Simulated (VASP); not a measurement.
An input for Quantum ESPRESSO's pw.x (written as the equivalent of a VASP run, and not itself run):

```
&CONTROL
  calculation = 'vc-relax'
  pseudo_dir = './pseudo'
  outdir = './out'
  tprnfor = .true.
  tstress = .true.
  nstep = 60
  forc_conv_thr = 0.00039
/
&SYSTEM
  ibrav = 0
  nat = 2
  ntyp = 2
  ecutwfc = 80
  occupations = 'smearing'
  smearing = 'methfessel-paxton'
  degauss = 0.00735
  input_dft = 'pbe'
/
&ELECTRONS
  conv_thr = 7.3e-08
  electron_maxstep = 100
/
&IONS
/
&CELL
/
ATOMIC_SPECIES
  Ga 69.723 Ga.upf
  Sb 121.760 Sb.upf
CELL_PARAMETERS angstrom
     0.0000000    3.1061202    3.1061202
     3.1061202   -0.0000000    3.1061202
     3.1061202    3.1061202    0.0000000
ATOMIC_POSITIONS crystal
  Ga   0.0000000  0.0000000  0.0000000
  Sb   0.2500000  0.2500000  0.2500000
K_POINTS automatic
  9 9 9 0 0 0
```

Question: Write the VASP files for the same calculation (PBE).

Answer: Several could match; the one computed here: 
KPOINTS:
```
Automatic mesh
0
Gamma
9 9 9
0 0 0
```

File POSCAR:
```
GaSb
1
    0.0000000000     3.1061202464     3.1061202464
    3.1061202464    -0.0000000000     3.1061202464
    3.1061202464     3.1061202464     0.0000000000
Ga Sb
1 1
Direct
  0.0000000000   0.0000000000   0.0000000000
  0.2500000000   0.2500000000   0.2500000000
```

INCAR:
```
ALGO = Normal
EDIFF = 1E-6
EDIFFG = -0.01
ENCUT = 400
GGA = PE
IBRION = 2
ISIF = 3
ISMEAR = 1
LASPH = T
LCHARG = F
LMAXMIX = 4
LREAL = F
LWAVE = F
NELM = 100
NSW = 60
PREC = Accurate
SIGMA = 0.1
SYSTEM = GaSb
```

POTCAR, in this order: Ga_d Sb (PBE.64 set). Program: vasp_std.

What does not carry over: the potentials are each code's own (VASP's PAW set, PseudoDojo norm-conserving files in pw.x), so ENCUT and ecutwfc are chosen apart and not converted; conv_thr bounds pw.x's estimated SCF error, while EDIFF bounds the energy change between steps; forc_conv_thr acts on force components and is met together with etot_conv_thr.

The compound is GaSb in the zinc blende structure. It was relaxed first, which changed the volume by +6 %. The start is the result of an earlier pass.
